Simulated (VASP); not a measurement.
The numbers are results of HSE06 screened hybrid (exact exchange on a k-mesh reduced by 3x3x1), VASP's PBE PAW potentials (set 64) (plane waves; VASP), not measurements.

The input files of a VASP run:

### POSCAR
```
PbO monolayer
1
    4.0482835962     0.0000000000    -0.0000000000
    0.0000000000     4.0482835962    -0.0000000000
   -0.0000000000    -0.0000000000    20.4339133929
Pb O
2 2
Direct
  0.5000000000   0.0000000000   0.4413177789
  1.0000000000   0.5000000000   0.5586822211
  0.5000000000   0.5000000000   0.5000000000
  0.0000000000   0.0000000000   0.5000000000
```

KPOINTS:
```
Automatic mesh
0
Gamma
12 12 1
0 0 0
```

**INCAR**
```
SYSTEM = PbO monolayer
PREC = Normal; ENCUT = 500; LREAL = .False.
LASPH = .True.; ISYM = 3
EDIFF = 1E-5; NELM = 50; NELMIN = 4
ALGO = Normal; LMAXMIX = 4
ISMEAR = 0; SIGMA = 0.05
GGA = PE; LHFCALC = .True.; AEXX = 0.25
HFSCREEN = 0.2; PRECFOCK = Fast
ISIF = 0
LWAVE = .False.; LCHARG = .False.; LVHAR = .True.
NKREDX = 3; NKREDY = 3
```

POTCAR, in this order: Pb_d O (PBE.64 set). Program: vasp_std. Read from the step before: WAVECAR.

What VASP printed:

### OSZICAR
```
       N       E                     dE             d eps       ncg     rms          rms(c)
DAV:   1    -0.264894916900E+02   -0.26489E+02   -0.12578E+00  1904   0.116E+01    0.836E-01
DAV:   2    -0.264996219790E+02   -0.10130E-01   -0.15291E-01  1872   0.230E+00    0.532E-01
DAV:   3    -0.264958759676E+02    0.37460E-02   -0.29917E-02  2136   0.122E+00    0.354E-01
DAV:   4    -0.264954469549E+02    0.42901E-03   -0.25985E-03  1744   0.475E-01    0.229E-01
DAV:   5    -0.264949357889E+02    0.51117E-03   -0.11013E-03  2080   0.337E-01    0.106E-01
DAV:   6    -0.264948536027E+02    0.82186E-04   -0.21888E-04  1640   0.115E-01    0.569E-02
DAV:   7    -0.264948028832E+02    0.50719E-04   -0.57244E-05  1400   0.730E-02    0.358E-02
DAV:   8    -0.264947926424E+02    0.10241E-04   -0.41175E-05  1456   0.433E-02    0.237E-02
DAV:   9    -0.264947889573E+02    0.36851E-05   -0.59182E-06  1120   0.258E-02
   1 F= -.26494789E+02 E0= -.26494789E+02  d E =-.180651E-16
```

**OUTCAR**
```
------------------------ aborting loop because EDIFF is reached ----------------------------------------
  volume of cell :      334.88
      direct lattice vectors                 reciprocal lattice vectors
     4.048283596  0.000000000  0.000000000     0.247018267  0.000000000  0.000000000
     0.000000000  4.048283596  0.000000000     0.000000000  0.247018267  0.000000000
     0.000000000  0.000000000 20.433913393     0.000000000  0.000000000  0.048938252
 POSITION                                       TOTAL-FORCE (eV/Angst)
 -----------------------------------------------------------------------------------
      2.02414      0.00000      9.01785        -0.000000     -0.000000      0.604144
      0.00000      2.02414     11.41606         0.000000     -0.000000     -0.604144
      2.02414      2.02414     10.21696        -0.000000     -0.000000      0.000000
      0.00000      0.00000     10.21696        -0.000000      0.000000      0.000000
 -----------------------------------------------------------------------------------
    total drift:                               -0.000000      0.000000      0.000000
  FREE ENERGIE OF THE ION-ELECTRON SYSTEM (eV)
  ---------------------------------------------------
  free  energy   TOTEN  =       -26.4947889573 eV

  energy  without entropy=      -26.4947889573  energy(sigma->0) =      -26.49478896

  exchange ACFDT corr.  =         0.00000000  see jH, gK, PRB 81, 115126
```
(Selected blocks of OUTCAR.)

Exact exchange is summed on a reduced mesh (NKRED).

The cell is a sheet with vacuum, built from PbO (litharge). The cell's shape comes from a PBE relaxation.
